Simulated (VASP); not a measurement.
Data:

```yaml
crystal:
  lattice:
    - [1.68198, -2.85326, 0.00000]
    - [1.68198, 2.85326, 0.00000]
    - [0.00000, 0.00000, 5.12848]
  atoms:
    - { symbol: Sc, position: [0.33333, 0.66667, 0.25000] }
    - { symbol: Sc, position: [0.69006, 0.35672, 0.75000] }
```

Calculation: PBE GGA, VASP's PBE PAW potentials (set 64) (plane waves; VASP). Run with EDIFF = 1E-2, 400 eV cut-off, 11×11×7 Γ-centred mesh, first-order Methfessel-Paxton smearing of 0.10 eV, potentials Sc_sv.

Q: Which forces act on the atoms, in eV/Å?

A: 
```
atom      Fx      Fy     Fz
----  ------  ------  -----
Sc1    0.120   0.025  0.000
Sc2   -0.120  -0.025  0.000
```

Q: Give the stress tensor in GPa (positive for a compressed cell).

A: 
```
-2.26  -0.42   0.00
-0.42  -0.78   0.00
 0.00   0.00  -0.88
```
The pressure is its mean diagonal, -1.31 GPa.

The compound is Sc in the hcp structure. The cell was not relaxed at this level, atoms are displaced from their ideal sites. The run is one of a series of settings (EDIFF = 1E-2 against the base run), some of them coarse on purpose.
